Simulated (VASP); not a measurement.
```yaml
crystal:
  lattice:
    - [0.00000, 2.41067, 2.41067]
    - [2.41067, 0.00000, 2.41067]
    - [2.41067, 2.41067, 0.00000]
  atoms:
    - { symbol: Cd, position: [0.00000, 0.00000, 0.00000] }
    - { symbol: O, position: [0.50000, 0.50000, 0.50000] }
```

Level of theory: revPBE GGA, VASP's PBE PAW potentials (set 64) (plane waves; VASP 6.6.1). Settings: 520 eV cut-off, Gaussian smearing of 0.050 eV, potentials Cd O.

Problem. Give the energies of bands 2 to 10 at the high-symmetry points, in eV from the Fermi level.

Solution. 
```tsv
band	Γ	X	U	L	W
2	-6.60	-6.96	-6.91	-7.26	-6.69
3	-6.60	-6.12	-6.54	-7.04	-6.66
4	-6.60	-6.03	-6.40	-7.04	-6.66
5	-6.34	-6.03	-6.11	-6.14	-6.03
6	-6.34	-5.81	-6.01	-6.14	-5.88
7	-1.03	-3.75	-2.99	-3.59	-2.61
8	-1.03	-1.91	-2.56	0.02	-2.61
9	-1.03	-1.91	-1.06	0.02	-1.68
10	-0.49	3.66	5.12	4.49	5.63
```

It has no gap at this level: it comes out as a metal or semimetal.

The compound is CdO in the rock salt structure. It was relaxed first, which changed the volume by +8 %.
